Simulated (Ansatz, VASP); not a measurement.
# Two plane-wave programs on YAl2N3

```
Y Al N
1.0
     2.87626    1.66061    3.65284
    -2.87626    1.66061    3.65284
     0.00000   -3.32122    3.65284
Y Al N
1 2 3
Cartesian
  0.0000 0.0000 5.4793
  0.0000 0.0000 8.0767
  0.0000 0.0000 2.8818
  0.0000 1.6606 3.6528
  -1.4381 -0.8303 3.6528
  1.4381 -0.8303 3.6528
```

Alike in both runs: functional PBE; k mesh 6 × 6 × 6; occupations gaussian, width 0.1 eV; no spin polarisation.

Ansatz relaxed the structure, and its values are those at the end. VASP's run is a single point on that final structure, the one shown.

|  | VASP | Ansatz |
| --- | --- | --- |
| version | VASP 6.6.1 | Ansatz 0.2.0 |
| potentials or method | VASP PAW PBE potentials, release 64 (Y_sv, Al, N) | scalar-relativistic, plane waves, PAW |
| plane-wave cutoff (eV) | 520 | 420 |
| valence electrons in the cell | 32 | 32 |

|  | VASP | Ansatz | Ansatz less VASP |
| --- | --- | --- | --- |
| gap on the k mesh at the Fermi level (eV) | none | none | - |
| pressure (GPa) | 0.0 | 0.1 | +0.05 |
| rms of the force components (eV/Å) | 0.004 | 0.001 | -0.0036 |

A gap of «none» marks a metal or a gap that the smearing closes.
